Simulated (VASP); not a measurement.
Consider the following.

```xyz
2
Lattice="4.1204 0.0000 0.0000 0.0000 4.0463 0.0000 0.0000 0.0000 4.1635" Properties=species:S:1:pos:R:3 pbc="T T T"
Cs     0.0000     0.0000     0.0000
Cl     2.1562     2.0231     2.0818
```

The numbers are results of SCAN meta-GGA, VASP's PBE PAW potentials (set 64) (plane waves; VASP), not measurements. Numerical set-up: 400 eV cut-off, 6×6×6 Γ-centred mesh, Gaussian smearing of 0.050 eV, potentials Cs_sv Cl.

Question: Which forces act on the atoms, in eV/Å?

Answer: 
```tsv
atom	Fx	Fy	Fz
Cs1	0.106	0.000	0.000
Cl2	-0.106	0.000	0.000
```

Question: Give the stress tensor in GPa (positive for a compressed cell).

Answer: 
```
 0.09   0.00   0.00
 0.00   0.70   0.00
 0.00   0.00  -0.18
```
The pressure is its mean diagonal, 0.20 GPa.

The compound is CsCl in the CsCl type structure. The cell was not relaxed at this level, atoms are displaced from their ideal sites. The run is one of a series of settings (GGA removed, LMIXTAU = .TRUE., METAGGA = SCAN against the base run), some of them coarse on purpose.
